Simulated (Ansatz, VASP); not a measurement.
# One calculation of Cd2As, two programs

```
CELL_PARAMETERS angstrom
4.66737 0.00000 0.00000
0.00000 4.66737 0.00000
0.00000 0.00000 6.71922
ATOMIC_POSITIONS crystal
Cd 0.00000 0.50000 0.20300
Cd 0.00000 0.50000 0.70300
Cd 0.50000 0.00000 0.29700
Cd 0.50000 0.00000 0.79700
As 0.00000 0.00000 0.00000
As 0.50000 0.50000 0.50000
```

Alike in both runs: task single point; functional PBE; k mesh 4 × 4 × 4; occupations gaussian, width 0.1 eV; no spin polarisation.

```csv
,VASP,Ansatz
version,VASP 6.6.1,Ansatz 0.2.0
potentials or method,"VASP PAW PBE potentials, release 64 (Cd, As)","scalar-relativistic, plane waves, PAW"
plane-wave cutoff (eV),520,420
valence electrons in the cell,58,110
```

Ansatz gave:

- gap on the k mesh at the Fermi level (eV): none
- pressure (GPa): 3.4
- largest component of the traceless stress (GPa): 2.09
- rms of the force components (eV/Å): 0.133

Question: What did VASP give for the same quantities?

Answer: gap on the k mesh at the Fermi level (eV): none; pressure (GPa): 3.7; largest component of the traceless stress (GPa): 2.11; rms of the force components (eV/Å): 0.139.

Atom by atom the forces differ by 0.005 eV/Å (rms over components). A gap of «none» marks a metal or a gap that the smearing closes. The two sets of potentials don't hold the same shells in valence.
